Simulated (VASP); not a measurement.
Computed with PBEsol GGA, VASP's PBE PAW potentials (set 64) (plane waves; VASP).

The input files of a VASP run:

KPOINTS:
```
Automatic mesh
0
Gamma
8 8 8
0 0 0
```

### POSCAR
```
InP
1
    0.0000000000     2.7558361089     2.7558361089
    2.7558361089     0.0000000000     2.7558361089
    2.7558361089     2.7558361089     0.0000000000
In P
1 1
Direct
  0.0000000000   0.0000000000   0.0000000000
  0.2500000000   0.2500000000   0.2500000000
```

### INCAR
```
LCHARG = .FALSE.
LMAXMIX = 4
LREAL = .FALSE.   # projection in real space or not
LASPH = .TRUE.   # aspherical one-centre terms
SIGMA = 0.05   # width (eV)
ISIF = 3   # ions, shape and volume
EDIFFG = -0.02   # ionic stop
SYSTEM = InP
ISMEAR = 0
NSW = 40
LWAVE = .FALSE.
NELM = 100   # most electronic steps
IBRION = 2   # conjugate gradients
GGA = PS   # PBEsol
PREC = Accurate
EDIFF = 1E-6   # SCF stop (eV)
ENCUT = 500   # plane-wave cut-off (eV)
ALGO = Normal   # blocked Davidson
PSTRESS = 300
```

POTCAR, in this order: In_d P (PBE.64 set). Program: vasp_std.

The run wrote:

### OSZICAR
```
       N       E                     dE             d eps       ncg     rms          rms(c)
DAV:   1     0.111648828557E+03    0.11165E+03   -0.86131E+03   762   0.160E+03
DAV:   2    -0.170930497802E+01   -0.11336E+03   -0.10982E+03   784   0.332E+02
DAV:   3    -0.901583334424E+01   -0.73065E+01   -0.72618E+01   979   0.913E+01
DAV:   4    -0.920004821881E+01   -0.18421E+00   -0.18407E+00   897   0.146E+01
DAV:   5    -0.920885916408E+01   -0.88109E-02   -0.88106E-02  1100   0.292E+00    0.754E+00
DAV:   6    -0.874943996342E+01    0.45942E+00   -0.75720E-01  1103   0.205E+01    0.432E+00
DAV:   7    -0.869009485239E+01    0.59345E-01   -0.26964E-01  1033   0.620E+00    0.133E+00
DAV:   8    -0.868648756326E+01    0.36073E-02   -0.27525E-02   994   0.260E+00    0.627E-01
DAV:   9    -0.868648451538E+01    0.30479E-05   -0.17379E-03  1076   0.643E-01    0.292E-01
DAV:  10    -0.868653457495E+01   -0.50060E-04   -0.25543E-04  1175   0.319E-01    0.146E-01
DAV:  11    -0.868654965214E+01   -0.15077E-04   -0.13209E-04  1056   0.224E-01    0.109E-01
DAV:  12    -0.868654613802E+01    0.35141E-05   -0.16891E-05   838   0.499E-02    0.171E-02
DAV:  13    -0.868654626596E+01   -0.12793E-06   -0.27350E-06   911   0.122E-02
   1 F= -.84862626E+00 E0= -.84862626E+00  d E =-.848626E+00
       N       E                     dE             d eps       ncg     rms          rms(c)
DAV:   1    -0.141570717824E+02   -0.54705E+01   -0.12751E+02   954   0.240E+02    0.242E+01
DAV:   2    -0.753824657319E+01    0.66188E+01   -0.17050E+01   914   0.168E+02    0.500E+00
DAV:   3    -0.697741914513E+01    0.56083E+00   -0.12690E+00   996   0.265E+01    0.497E+00
DAV:   4    -0.692669917226E+01    0.50720E-01   -0.18287E-01  1071   0.434E+00    0.302E+00
DAV:   5    -0.692248380423E+01    0.42154E-02   -0.16596E-02   996   0.277E+00    0.793E-01
DAV:   6    -0.692313984755E+01   -0.65604E-03   -0.37953E-03  1211   0.104E+00    0.256E-01
DAV:   7    -0.692326295465E+01   -0.12311E-03   -0.46547E-04  1166   0.371E-01    0.120E-01
DAV:   8    -0.692324695634E+01    0.15998E-04   -0.64013E-05  1125   0.142E-01    0.557E-02
DAV:   9    -0.692324815775E+01   -0.12014E-05   -0.25302E-06   806   0.207E-02    0.249E-02
DAV:  10    -0.692324839566E+01   -0.23790E-06   -0.42334E-07   427   0.956E-03
   2 F= -.48272284E+00 E0= -.48272284E+00  d E =0.365903E+00
       N       E                     dE             d eps       ncg     rms          rms(c)
DAV:   1    -0.112694709262E+02   -0.43462E+01   -0.81207E+01   964   0.268E+02    0.104E+01
DAV:   2    -0.885290068218E+01    0.24166E+01   -0.50373E+00   989   0.572E+01    0.444E+00
DAV:   3    -0.833912049955E+01    0.51378E+00   -0.16738E+00   987   0.339E+01    0.170E+00
DAV:   4    -0.833731407165E+01    0.18064E-02   -0.12896E-01   904   0.435E+00    0.102E+00
DAV:   5    -0.832877222971E+01    0.85418E-02   -0.72018E-03   908   0.865E-01    0.654E-01
DAV:   6    -0.832681581555E+01    0.19564E-02   -0.16589E-03  1088   0.481E-01    0.283E-01
DAV:   7    -0.832667014843E+01    0.14567E-03   -0.74054E-04   964   0.414E-01    0.744E-02
DAV:   8    -0.832665484564E+01    0.15303E-04   -0.65385E-05   919   0.201E-01    0.303E-02
DAV:   9    -0.832665647438E+01   -0.16287E-05   -0.46091E-06   841   0.225E-02    0.211E-02
DAV:  10    -0.832665644181E+01    0.32578E-07   -0.56289E-07   397   0.199E-02
   3 F= -.92949074E+00 E0= -.92949074E+00  d E =-.808645E-01
       N       E                     dE             d eps       ncg     rms          rms(c)
DAV:   1    -0.830832614464E+01    0.18330E-01   -0.27385E-02   959   0.422E+00    0.249E-01
DAV:   2    -0.830730626890E+01    0.10199E-02   -0.20925E-03   979   0.141E+00    0.792E-02
DAV:   3    -0.830714297939E+01    0.16329E-03   -0.44468E-04  1002   0.596E-01    0.550E-02
DAV:   4    -0.830714278361E+01    0.19578E-06   -0.29534E-05   784   0.593E-02    0.400E-02
DAV:   5    -0.830714156357E+01    0.12200E-05   -0.33292E-06   884   0.222E-02    0.163E-02
DAV:   6    -0.830714217643E+01   -0.61286E-06   -0.43637E-07   412   0.956E-03
   4 F= -.92967980E+00 E0= -.92967980E+00  d E =-.810535E-01
```

**OUTCAR**
```
------------------------ aborting loop because EDIFF is reached ----------------------------------------
  FORCE on cell =-STRESS in cart. coord.  units (eV):
  Direction    XX          YY          ZZ          XY          YZ          ZX
  --------------------------------------------------------------------------------------
  Total        7.3696012      7.3696012      7.3696012     -0.0000000      0.0000000     -0.0000000
  in kB      299.6803285    299.6803285    299.6803285     -0.0000000      0.0000000     -0.0000000
  external PRESSURE =      -0.3196715 kB  Pullay stress =     300.0000000 kB
  volume of cell :       39.40
      direct lattice vectors                 reciprocal lattice vectors
    -0.000000000  2.700777323  2.700777323    -0.185131886  0.185131886  0.185131886
     2.700777323  0.000000000  2.700777323     0.185131886 -0.185131886  0.185131886
     2.700777323  2.700777323 -0.000000000     0.185131886  0.185131886 -0.185131886
  FREE ENERGIE OF THE ION-ELECTRON SYSTEM (eV)
  ---------------------------------------------------
  free  energy   TOTEN  =        -8.3071421764 eV

  energy  without entropy=       -8.3071421764  energy(sigma->0) =       -8.30714218
  enthalpy is  TOTEN    =        -0.9296798013 eV   P V=        7.3774623751

 reached required accuracy - stopping structural energy minimisation
```
(Selected blocks of OUTCAR.)

File CONTCAR:
```
InP
   1.00000000000000
    -0.0000000000000000    2.7007773230831860    2.7007773230831860
     2.7007773230831860    0.0000000000000000    2.7007773230831860
     2.7007773230831860    2.7007773230831860   -0.0000000000000000
  In              P
     1     1
Direct
     1.0000000000000000    0.0000000000000000    1.0000000000000000
     0.2500000000000000    0.2500000000000000    0.2500000000000000
```

Energy and stress use the plane-wave basis of the starting cell.

The structure was generated: InP was put into the zinc blende type (F-43m), which need not be its known phase. This run relaxes it under an external pressure of 30 GPa. Symmetry was kept, so distortions that lower it aren't found.
